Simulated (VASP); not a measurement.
All values below come from r2SCAN meta-GGA, VASP's PBE PAW potentials (set 64) (plane waves; VASP 6.6.1).

VASP input:

### INCAR
```
# general
SYSTEM  = GePd3
PREC    = Accurate
ENCUT   = 400
LREAL   = F
LASPH   = T

# electronic loop
EDIFF   = 1E-6
NELM    = 100
ALGO    = Normal
LMAXMIX = 4
LMIXTAU = T

# smearing
ISMEAR  = 1
SIGMA   = 0.1

# functional
METAGGA = R2SCAN

# ions
IBRION  = 2
NSW     = 60
ISIF    = 3
EDIFFG  = -0.02

# output
LWAVE   = F
LCHARG  = F
```

File POSCAR:
```
GePd3
1
   -0.0000000000     3.0735049691     3.0735049691
    3.0735049691    -0.0000000000     3.0735049691
    3.0735049691     3.0735049691    -0.0000000000
Ge Pd
1 3
Direct
  1.0000000000   0.0000000000   1.0000000000
  0.5000000000   0.5000000000   0.5000000000
  0.2500000000   0.2500000000   0.2500000000
  0.7500000000   0.7500000000   0.7500000000
```

### KPOINTS
```
kpoints
0
Gamma
 8 8 8
```

POTCAR, in this order: Ge_d Pd (PBE.64 set). Program: vasp_std.

What VASP printed:

**OSZICAR**
```
       N       E                     dE             d eps       ncg     rms          rms(c)
DAV:   1     0.261473719527E+03    0.26147E+03   -0.19515E+04  1840   0.319E+03
DAV:   2    -0.565970541376E+02   -0.31807E+03   -0.31000E+03  1588   0.662E+02
DAV:   3    -0.926622241867E+02   -0.36065E+02   -0.34628E+02  1658   0.138E+02
DAV:   4    -0.940395784700E+02   -0.13774E+01   -0.13674E+01  1670   0.287E+01
DAV:   5    -0.940829174290E+02   -0.43339E-01   -0.43328E-01  1946   0.527E+00    0.157E+01
DAV:   6    -0.838673045425E+02    0.10216E+02   -0.11124E+01  1558   0.289E+01    0.824E+00
DAV:   7    -0.838437007211E+02    0.23604E-01   -0.14127E+00  1638   0.106E+01    0.423E+00
DAV:   8    -0.838860459900E+02   -0.42345E-01   -0.49890E-01  1554   0.593E+00    0.269E+00
DAV:   9    -0.838724249182E+02    0.13621E-01   -0.12628E-01  1562   0.340E+00    0.971E-01
DAV:  10    -0.838642855676E+02    0.81394E-02   -0.47137E-02  1648   0.169E+00    0.195E-01
DAV:  11    -0.838700590625E+02   -0.57735E-02   -0.12710E-02  1584   0.752E-01    0.846E-02
DAV:  12    -0.838708939639E+02   -0.83490E-03   -0.72207E-04  1600   0.217E-01    0.300E-02
DAV:  13    -0.838708963901E+02   -0.24262E-05   -0.89921E-05  1610   0.856E-02    0.694E-03
DAV:  14    -0.838708979413E+02   -0.15512E-05   -0.71111E-05  1544   0.710E-02    0.600E-03
DAV:  15    -0.838709164428E+02   -0.18501E-04   -0.15654E-05  1534   0.361E-02    0.173E-03
DAV:  16    -0.838709152899E+02    0.11529E-05   -0.96742E-07  1036   0.997E-03    0.990E-04
DAV:  17    -0.838709166136E+02   -0.13237E-05   -0.19438E-07   798   0.404E-03    0.307E-04
DAV:  18    -0.838709163787E+02    0.23486E-06   -0.23898E-08   790   0.162E-03
   1 F= -.83870916E+02 E0= -.83871755E+02  d E =-.838709E+02
       N       E                     dE             d eps       ncg     rms          rms(c)
DAV:   1    -0.851921659057E+02   -0.13212E+01   -0.23169E+01  1752   0.564E+01    0.758E+00
DAV:   2    -0.839472776955E+02    0.12449E+01   -0.51419E+00  1562   0.192E+01    0.276E+00
DAV:   3    -0.838921222200E+02    0.55155E-01   -0.22307E-01  1836   0.526E+00    0.174E+00
DAV:   4    -0.838437368261E+02    0.48385E-01   -0.16935E-01  1896   0.405E+00    0.563E-01
DAV:   5    -0.838549537732E+02   -0.11217E-01   -0.30547E-02  1586   0.169E+00    0.310E-01
DAV:   6    -0.838532186333E+02    0.17351E-02   -0.68411E-03  2012   0.982E-01    0.165E-01
DAV:   7    -0.838540681665E+02   -0.84953E-03   -0.20944E-03  1604   0.327E-01    0.555E-02
DAV:   8    -0.838542890608E+02   -0.22089E-03   -0.28844E-04  1544   0.133E-01    0.319E-02
DAV:   9    -0.838543201725E+02   -0.31112E-04   -0.63264E-05  1594   0.630E-02    0.600E-03
DAV:  10    -0.838543212561E+02   -0.10836E-05   -0.23605E-05  1520   0.464E-02    0.193E-03
DAV:  11    -0.838543310364E+02   -0.97803E-05   -0.45844E-06  1526   0.209E-02    0.904E-04
DAV:  12    -0.838543280681E+02    0.29683E-05   -0.10440E-06   838   0.114E-02    0.274E-04
DAV:  13    -0.838543303947E+02   -0.23266E-05   -0.11998E-07   776   0.353E-03    0.161E-04
DAV:  14    -0.838543300251E+02    0.36958E-06   -0.90725E-09   774   0.996E-04
   2 F= -.83854330E+02 E0= -.83855303E+02  d E =0.165864E-01
       N       E                     dE             d eps       ncg     rms          rms(c)
DAV:   1    -0.843756897860E+02   -0.52136E+00   -0.82882E+00  1744   0.314E+01    0.482E+00
DAV:   2    -0.839190461098E+02    0.45664E+00   -0.18521E+00  1568   0.117E+01    0.141E+00
DAV:   3    -0.838979059935E+02    0.21140E-01   -0.94958E-02  1818   0.357E+00    0.882E-01
DAV:   4    -0.838861170407E+02    0.11789E-01   -0.59703E-02  1808   0.246E+00    0.474E-01
DAV:   5    -0.838846631485E+02    0.14539E-02   -0.12168E-02  1558   0.110E+00    0.194E-01
DAV:   6    -0.838836925126E+02    0.97064E-03   -0.41520E-03  1958   0.694E-01    0.765E-02
DAV:   7    -0.838843998195E+02   -0.70731E-03   -0.12554E-03  1626   0.226E-01    0.336E-02
DAV:   8    -0.838844396505E+02   -0.39831E-04   -0.81723E-05  1690   0.921E-02    0.205E-02
DAV:   9    -0.838844299249E+02    0.97256E-05   -0.25491E-05  1594   0.350E-02    0.362E-03
DAV:  10    -0.838844359428E+02   -0.60179E-05   -0.68387E-06  1530   0.300E-02    0.137E-03
DAV:  11    -0.838844326954E+02    0.32474E-05   -0.23401E-06  1278   0.145E-02    0.615E-04
DAV:  12    -0.838844354733E+02   -0.27779E-05   -0.35974E-07   766   0.622E-03    0.163E-04
DAV:  13    -0.838844350827E+02    0.39054E-06   -0.11599E-08   764   0.119E-03
   3 F= -.83884435E+02 E0= -.83885332E+02  d E =-.135187E-01
```

File OUTCAR:
```
------------------------ aborting loop because EDIFF is reached ----------------------------------------
  FORCE on cell =-STRESS in cart. coord.  units (eV):
  Direction    XX          YY          ZZ          XY          YZ          ZX
  --------------------------------------------------------------------------------------
  Total        0.0027773      0.0027773      0.0027773     -0.0000000      0.0000000      0.0000000
  in kB        0.0751259      0.0751259      0.0751259     -0.0000000      0.0000000      0.0000000
  external PRESSURE =       0.0751259 kB  Pullay stress =       0.0000000 kB
  volume of cell :       59.23
      direct lattice vectors                 reciprocal lattice vectors
     0.000000000  3.093896451  3.093896451    -0.161608511  0.161608511  0.161608511
     3.093896451  0.000000000  3.093896451     0.161608511 -0.161608511  0.161608511
     3.093896451  3.093896451 -0.000000000     0.161608511  0.161608511 -0.161608511
 POSITION                                       TOTAL-FORCE (eV/Angst)
 -----------------------------------------------------------------------------------
      0.00000      0.00000      0.00000         0.000000      0.000000      0.000000
      3.09390      3.09390      3.09390         0.000000      0.000000      0.000000
      1.54695      1.54695      1.54695        -0.000000     -0.000000     -0.000000
      4.64084      4.64084      4.64084        -0.000000     -0.000000      0.000000
 -----------------------------------------------------------------------------------
    total drift:                                0.000000      0.000000      0.000000
  FREE ENERGIE OF THE ION-ELECTRON SYSTEM (eV)
  ---------------------------------------------------
  free  energy   TOTEN  =       -83.8844350827 eV

  energy  without entropy=      -83.8871260117  energy(sigma->0) =      -83.88533206

 reached required accuracy - stopping structural energy minimisation
```
(Selected blocks of OUTCAR.)

**CONTCAR**
```
GePd3
   1.00000000000000
     0.0000000000000000    3.0938964508788254    3.0938964508788254
     3.0938964508788254    0.0000000000000000    3.0938964508788254
     3.0938964508788254    3.0938964508788254   -0.0000000000000000
  Ge              Pd
     1     3
Direct
     0.0000000000000000    0.0000000000000000    0.0000000000000000
     0.5000000000000000    0.5000000000000000    0.5000000000000000
     0.2500000000000000    0.2500000000000000    0.2500000000000000
     0.7500000000000000    0.7500000000000000    0.7500000000000000
```

File OUTCAR:
```
 val. band max:        9.8344181199   @ k =  -0.2500   0.3750   0.1250

 cond. band min:       9.9811660505   @ k =  -0.3750   0.3750   0.1250


 Fermi energy:         9.8975534445

 k-point     1 :       0.0000    0.0000    0.0000
  band No.  band energies     occupation
      1     -15.7976      2.00000
      2     -15.7976      2.00000
      3     -15.7976      2.00000
      4     -15.7825      2.00000
      5     -15.7825      2.00000
      6      -1.3769      2.00000
      7       4.6014      2.00000
      8       4.6014      2.00000
      9       4.6014      2.00000
     10       4.6994      2.00000
     11       4.6994      2.00000
     12       6.2777      2.00000
     13       6.2777      2.00000
     14       6.2777      2.00000
     15       8.3306      2.00000
     16       8.3306      2.00000
     17       8.3306      2.00000
     18       8.5598      2.00000
     19       8.5598      2.00000
     20       8.6679      2.00000
     21       8.6679      2.00000
     22      10.7770     -0.00000
     23      13.3529      0.00000
     24      13.3530      0.00000
     25      13.3530      0.00000
     26      16.6159      0.00000

 k-point     2 :       0.1250    0.0000    0.0000
  band No.  band energies     occupation
      1     -15.7977      2.00000
      2     -15.7974      2.00000
      3     -15.7974      2.00000
      4     -15.7821      2.00000
      5     -15.7821      2.00000
      6      -1.2132      2.00000
      7       4.4432      2.00000
      8       4.4432      2.00000
      9       4.4483      2.00000
     10       5.0164      2.00000
     11       5.0164      2.00000
     12       6.2519      2.00000
     13       6.2519      2.00000
     14       6.3540      2.00000
     15       7.8840      2.00000
     16       8.0419      2.00000
     17       8.0419      2.00000
     18       8.6242      2.00000
     19       8.6242      2.00000
     20       8.6996      2.00000
     21       8.6996      2.00000
     22      10.9131     -0.00000
...
```

Energy and stress use the plane-wave basis of the starting cell.

The structure was generated: GePd3 was put into the D03 type (Fm-3m), which need not be its known phase. This run relaxes it. Symmetry was kept, so distortions that lower it aren't found. The start is the result of an earlier pass.
